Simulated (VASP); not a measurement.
All values below come from PBEsol GGA, VASP's PBE PAW potentials (set 64) (plane waves; VASP).

A VASP calculation is set up with these files.

**POSCAR**
```
ZnS
3.7786850
  1.0000000000   0.0000000000   0.0000000000
 -0.4999998677   0.8660250854   0.0000000000
  0.0000000000   0.0000000000   6.5358215887
Zn S
8 8
Cartesian
 -0.0000004118   0.5773503456   4.9012779676
  0.5000005441   0.2886747398   1.6333671732
 -0.0000004118   0.5773503456   0.8156051761
  0.5000005441   0.2886747398   4.0835159704
  0.0000000000   0.0000000000   0.0002614329
  0.0000000000   0.0000000000   3.2681722272
  0.5000005441   0.2886747398   5.7209353530
 -0.0000004118   0.5773503456   2.4530245587
  0.0000000000   0.0000000000   3.8803826354
  0.0000000000   0.0000000000   0.6124718411
  0.5000005441   0.2886747398   6.3331457613
 -0.0000004118   0.5773503456   3.0652349669
 -0.0000004118   0.5773503456   1.4280770171
  0.5000005441   0.2886747398   4.6959878115
  0.5000005441   0.2886747398   2.2478651190
 -0.0000004118   0.5773503456   5.5157759134
```

INCAR:
```
! general
SYSTEM  = ZnS
PREC    = Accurate
ENCUT   = 300
LREAL   = Auto
LASPH   = T
NBANDS  = 104

! electronic loop
EDIFF   = 1E-6
NELM    = 100
ALGO    = Normal
LMAXMIX = 4

! smearing
ISMEAR  = 0
SIGMA   = 0.01

! functional
GGA     = PS

! ions
ISIF    = 2

! output
LWAVE   = F
LCHARG  = F
```

File KPOINTS:
```
Regular mesh
0
gamma
 7 7 1
0.5 0.5 0.5
```

POTCAR, in this order: Zn S (PBE.64 set). Program: vasp_std.

### Question
What will the output report for the number of irreducible k-points (NKPTS), largest plane-wave count, number of space-group operations, FFT grid (NGX, NGY, NGZ)?

### Answer

```
Property                                        Value
--------------------------------------  -------------
number of irreducible k-points (NKPTS)             16
largest plane-wave count                         3644
number of space-group operations                   12
FFT grid (NGX, NGY, NGZ)                24 × 24 × 140
```

The structure comes from a computed database's ZnS entry; how it stands against other phases isn't given here. The cell was not relaxed at this level. The run is one of a series of settings (NBANDS = 104 against the base run), some of them coarse on purpose.
